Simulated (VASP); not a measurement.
Consider the following.

```yaml
crystal:
  lattice:
    - [0.00000, 2.73000, 2.73000]
    - [2.73000, 0.00000, 2.73000]
    - [2.73000, 2.73000, 0.00000]
  atoms:
    - { symbol: Ca, position: [0.00000, 0.00000, 0.00000] }
    - { symbol: F, position: [0.25000, 0.25000, 0.25000] }
    - { symbol: F, position: [0.75000, 0.75000, 0.75000] }
```

Calculation: PBE GGA, VASP's PBE PAW potentials (set 64) (plane waves; VASP). Numerical set-up: 520 eV cut-off, 8×8×8 Γ-centred mesh, Gaussian smearing of 0.050 eV, potentials Ca_sv F.

Q: What does the run give for the energy per atom (σ→0), pressure, band gap (on the k-mesh) with the smallest direct gap where there is one?

A: 
The band gap (on the k-mesh) comes out as 7.28 eV. The smallest direct gap (on the k-mesh) comes out as 7.54 eV, the energy per atom (σ→0) is -5.776 eV/atom and the pressure comes out as 2.61 GPa.

Total energies compare only between runs with the same potentials, cut-off and functional.

The compound is CaF2 in the fluorite structure. The cell was not relaxed at this level.
